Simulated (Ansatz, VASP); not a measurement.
# Ta3BAu (Ta3AuB antiperovskite): VASP beside Ansatz, part 2 of 3

Aim: how closely do two programs agree when they are given the same cell, functional and k mesh? The cell is generated by rule, not measured, and may not be a known phase. The cell is taken from a series of runs on this material, whose earlier steps may have relaxed, scaled, displaced or heated it; both programs get it as it stands.

VASP 6.6.1 and Ansatz 0.2.0.

So far: The structure; Ansatz: zone-centre phonons, LDA.

## (3) VASP: zone-centre phonons, LDA

Level of this step: LDA; plane waves and PAW (Au, Ta_pv, B); invented cell (VASP).

The same cell, functional (in two slightly different forms), mesh and smearing now go to VASP, with its own data sets.

Lines of VASP's logs that name or quote its potential files are left out, and so is its time.

Input file INCAR:

```
SYSTEM = Ta3BAu
PREC = Accurate
ENCUT = 500
EDIFF = 1E-08
NELM = 120
ISMEAR = 1
SIGMA = 0.2
LREAL = .FALSE.
ALGO = Normal
GGA = CA
NBANDS = 29
LASPH = .TRUE.
LORBIT = 11
LWAVE = .FALSE.
LCHARG = .FALSE.
ISIF = 2
IBRION = 8
GGA_COMPAT = .FALSE.
KPAR = 2
```

Input file POSCAR:

```
Ta3BAu
1.0
    4.2653174105      0.0000000000      0.0000000000
    0.0000000000      4.2653174105      0.0000000000
    0.0000000000      0.0000000000      4.2653174105
Au Ta B
1 3 1
Direct
    0.0000000000      0.0000000000      0.0000000000
    0.5000000000      0.5000000000      0.0000000000
    0.5000000000      0.0000000000      0.5000000000
    0.0000000000      0.5000000000      0.5000000000
    0.5000000000      0.5000000000      0.5000000000
```

Input file KPOINTS:

```
Automatic mesh
0
Gamma
4 4 4
0 0 0
```

PAW data sets: Au, Ta_pv and B (LDA family, release 64).

Command:

```
> mpirun -np 2 vasp_std
```

Log:

```text
[banner, memory and clock lines left out]
running    2 mpi-ranks, on    1 nodes
 distrk:  each k-point on    1 cores,    2 groups
 distr:  one band on    1 cores,    1 groups

 POSCAR found type information on POSCAR AuTaB
 POSCAR found :  3 types and       5 ions
 LDA part: xc-table for (Slater(with rela. corr.)+CA(PZ))
 , standard interpolation
 POSCAR, INCAR and KPOINTS ok, starting setup
 FFT: planning ... GRIDC
 FFT: planning ... GRID_SOFT
 FFT: planning ... GRID
 WAVECAR not read
 entering main loop
       N       E                     dE             d eps       ncg     rms          rms(c)
DAV:   1     0.398049269757E+03    0.39805E+03   -0.24785E+04   596   0.157E+03
DAV:   2    -0.401687290368E+02   -0.43822E+03   -0.42320E+03   636   0.439E+02
DAV:   3    -0.595070152602E+02   -0.19338E+02   -0.18735E+02   755   0.818E+01
DAV:   4    -0.598067639304E+02   -0.29975E+00   -0.29836E+00   696   0.101E+01
DAV:   5    -0.598146320185E+02   -0.78681E-02   -0.78661E-02   737   0.142E+00    0.328E+01
DAV:   6    -0.514287869525E+02    0.83858E+01   -0.43738E+01   659   0.396E+01    0.152E+01
DAV:   7    -0.508522010280E+02    0.57659E+00   -0.75726E+00   654   0.164E+01    0.619E+00
DAV:   8    -0.507306005776E+02    0.12160E+00   -0.47645E-01   673   0.403E+00    0.261E+00
DAV:   9    -0.507042286762E+02    0.26372E-01   -0.53263E-02   685   0.122E+00    0.551E-01
DAV:  10    -0.507030271490E+02    0.12015E-02   -0.66498E-03   718   0.467E-01    0.165E-01
DAV:  11    -0.507027851435E+02    0.24201E-03   -0.97713E-04   674   0.183E-01    0.702E-02
DAV:  12    -0.507027797395E+02    0.54040E-05   -0.67783E-05   697   0.502E-02    0.367E-02
DAV:  13    -0.507027770097E+02    0.27298E-05   -0.20227E-05   697   0.294E-02    0.784E-03
DAV:  14    -0.507027763050E+02    0.70472E-06   -0.85884E-06   671   0.134E-02    0.365E-03
DAV:  15    -0.507027761227E+02    0.18231E-06   -0.68575E-07   668   0.458E-03    0.115E-03
DAV:  16    -0.507027761134E+02    0.92687E-08   -0.83872E-08   611   0.151E-03
   1 F= -.50702776E+02 E0= -.50697381E+02  d E =-.161866E-01
 Linear response reoptimize wavefunctions to high precision
DAV:   1    -0.507027761123E+02    0.10750E-08   -0.74208E-09   516   0.517E-04
DAV:   2    -0.507027761124E+02   -0.86402E-10   -0.63979E-10   365   0.148E-04
 Linear response DOF=           4
 Linear response progress:
  Degree of freedom:   1/  4
       N       E                     dE             d eps       ncg     rms          rms(c)
RMM:   1    -0.290877030726E+00   -0.29088E+00   -0.22861E-01  1775   0.230E+00
RMM:   2    -0.290675920876E+00    0.20111E-03   -0.13221E-02  1690   0.427E-01    0.134E-01
RMM:   3    -0.290238464312E+00    0.43746E-03   -0.77539E-04  1516   0.110E-01    0.718E-02
RMM:   4    -0.290320468186E+00   -0.82004E-04   -0.89413E-04  1599   0.108E-01    0.175E-02
RMM:   5    -0.290329423243E+00   -0.89551E-05   -0.90644E-05  1489   0.376E-02    0.101E-02
RMM:   6    -0.290340643873E+00   -0.11221E-04   -0.14847E-05  1682   0.145E-02    0.197E-03
RMM:   7    -0.290324860109E+00    0.15784E-04   -0.11424E-06  1708   0.393E-03    0.162E-03
RMM:   8    -0.290319336259E+00    0.55238E-05   -0.11992E-07  1711   0.147E-03    0.821E-04
RMM:   9    -0.290313109022E+00    0.62272E-05   -0.92275E-08  1605   0.114E-03    0.898E-05
RMM:  10    -0.290311522415E+00    0.15866E-05   -0.13085E-08  1697   0.243E-04    0.287E-05
RMM:  11    -0.290311417685E+00    0.10473E-06    0.61602E-10  1800   0.829E-05    0.219E-05
RMM:  12    -0.290311330060E+00    0.87625E-07   -0.43526E-09  1796   0.497E-05    0.540E-06
RMM:  13    -0.290311254037E+00    0.76023E-07   -0.96659E-09  1860   0.214E-05    0.373E-06
RMM:  14    -0.290311282954E+00   -0.28917E-07   -0.13312E-08  1893   0.157E-05    0.473E-07
RMM:  15    -0.290311280328E+00    0.26261E-08   -0.64863E-09  1575   0.128E-05    0.315E-07
 first order change of Fermi-energy  -0.10082E-03
 force on displaced ion       1 direction 1 :  -4.575  -0.000   0.000
 Linear response progress:
  Degree of freedom:   2/  4
       N       E                     dE             d eps       ncg     rms          rms(c)
RMM:   1    -0.168058249775E+00   -0.16806E+00    0.11527E+01  2080   0.184E+01
RMM:   2    -0.195873787417E+00   -0.27816E-01   -0.43644E-02  2474   0.120E+00    0.831E-02
RMM:   3    -0.195914098606E+00   -0.40311E-04   -0.50015E-03  2593   0.218E-01    0.454E-02
RMM:   4    -0.195598602861E+00    0.31550E-03   -0.44558E-04  2802   0.744E-02    0.214E-02
RMM:   5    -0.195442912680E+00    0.15569E-03   -0.50191E-05  2690   0.188E-02    0.761E-03
RMM:   6    -0.195378379230E+00    0.64533E-04    0.34207E-06  2849   0.823E-03    0.189E-03
RMM:   7    -0.195372682188E+00    0.56970E-05    0.51133E-07  2710   0.300E-03    0.717E-04
RMM:   8    -0.195370595559E+00    0.20866E-05    0.24179E-07  2759   0.150E-03    0.221E-04
RMM:   9    -0.195370535813E+00    0.59746E-07    0.31399E-06  2971   0.559E-04    0.123E-04
RMM:  10    -0.195371006556E+00   -0.47074E-06    0.17955E-06  2974   0.271E-04    0.456E-05
RMM:  11    -0.195371057707E+00   -0.51151E-07    0.17167E-06  2976   0.150E-04    0.122E-05
RMM:  12    -0.195371186342E+00   -0.12863E-06    0.69678E-07  3168   0.947E-05    0.793E-06
RMM:  13    -0.195371250493E+00   -0.64151E-07    0.51986E-07  3040   0.695E-05    0.268E-06
RMM:  14    -0.195371283199E+00   -0.32706E-07    0.24340E-07  3322   0.540E-05    0.142E-06
RMM:  15    -0.195371291557E+00   -0.83576E-08    0.20179E-07  3041   0.459E-05    0.700E-07
RMM:  16    -0.195371305433E+00   -0.13876E-07    0.87205E-08  2922   0.417E-05    0.319E-07
RMM:  17    -0.195371308752E+00   -0.33196E-08    0.54754E-08  2617   0.388E-05    0.228E-07
 first order change of Fermi-energy   0.12619E-03
 force on displaced ion       2 direction 1 :  -8.557   0.000   0.000
 Linear response progress:
  Degree of freedom:   3/  4
       N       E                     dE             d eps       ncg     rms          rms(c)
RMM:   1    -0.148229350374E+00   -0.14823E+00    0.13650E+01  1398   0.201E+01
RMM:   2    -0.179817424638E+00   -0.31588E-01   -0.41320E-02  1660   0.120E+00    0.157E-01
RMM:   3    -0.179202613138E+00    0.61481E-03   -0.48385E-03  1683   0.262E-01    0.812E-02
RMM:   4    -0.178579169238E+00    0.62344E-03   -0.60847E-04  1710   0.121E-01    0.245E-02
RMM:   5    -0.178441386259E+00    0.13778E-03   -0.57455E-05  1885   0.338E-02    0.106E-02
RMM:   6    -0.178375446259E+00    0.65940E-04   -0.38561E-06  1847   0.102E-02    0.392E-03
RMM:   7    -0.178353839297E+00    0.21607E-04   -0.45257E-06  1808   0.468E-03    0.137E-03
RMM:   8    -0.178341763610E+00    0.12076E-04    0.21783E-07  1822   0.224E-03    0.305E-04
RMM:   9    -0.178342025375E+00   -0.26176E-06   -0.22587E-06  1855   0.989E-04    0.991E-05
RMM:  10    -0.178341916606E+00    0.10877E-06   -0.56787E-07  1935   0.477E-04    0.370E-05
RMM:  11    -0.178342155319E+00   -0.23871E-06   -0.15691E-07  1909   0.274E-04    0.171E-05
RMM:  12    -0.178342288294E+00   -0.13297E-06   -0.75143E-08  1928   0.179E-04    0.973E-06
RMM:  13    -0.178342352047E+00   -0.63753E-07   -0.56904E-08  1983   0.124E-04    0.466E-06
RMM:  14    -0.178342357790E+00   -0.57432E-08    0.14558E-09  2102   0.900E-05    0.278E-06
 first order change of Fermi-energy   0.76717E-04
 force on displaced ion       2 direction 3 :  -0.000   0.000 -33.806
 Linear response progress:
  Degree of freedom:   4/  4
       N       E                     dE             d eps       ncg     rms          rms(c)
RMM:   1    -0.534309818763E-01   -0.53431E-01    0.37482E-02  1860   0.138E+00
RMM:   2    -0.510549828507E-01    0.23760E-02   -0.57254E-03  1705   0.243E-01    0.163E-01
RMM:   3    -0.505284784511E-01    0.52650E-03   -0.29008E-03  1491   0.216E-01    0.744E-02
RMM:   4    -0.509335545284E-01   -0.40508E-03   -0.92402E-04  1613   0.110E-01    0.215E-02
RMM:   5    -0.510267779536E-01   -0.93223E-04   -0.77513E-05  1570   0.436E-02    0.517E-03
RMM:   6    -0.510669855020E-01   -0.40208E-04   -0.14675E-05  1640   0.148E-02    0.238E-03
RMM:   7    -0.510580035523E-01    0.89819E-05   -0.10342E-07  1705   0.533E-03    0.105E-03
RMM:   8    -0.510555987278E-01    0.24048E-05   -0.83084E-07  1751   0.186E-03    0.548E-04
RMM:   9    -0.510615538203E-01   -0.59551E-05   -0.81842E-08  1611   0.143E-03    0.163E-04
RMM:  10    -0.510601735610E-01    0.13803E-05    0.30768E-08  1697   0.424E-04    0.517E-05
RMM:  11    -0.510602792678E-01   -0.10571E-06    0.33240E-07  1770   0.121E-04    0.242E-05
RMM:  12    -0.510602203397E-01    0.58928E-07   -0.27819E-08  1790   0.556E-05    0.562E-06
RMM:  13    -0.510602228759E-01   -0.25361E-08   -0.20719E-08  1875   0.224E-05    0.415E-06
 first order change of Fermi-energy  -0.25145E-04
 force on displaced ion       5 direction 1 : -22.510   0.000   0.000
 Linear response finished
```

[end of part 2 of 3]

[Lines on the potential files, build, host, timing and source positions are cut from VASP's logs without a mark.]

[Logs are printed without paths, hosts, clocks, repeated set-up lines and the standing remarks that a program may print on its own settings, such as how far it seeks lower states.]

[Hosts, paths, dates, database ids (printed as entryN), source tags and the programs' standing remarks are cut or masked in the printed files.]
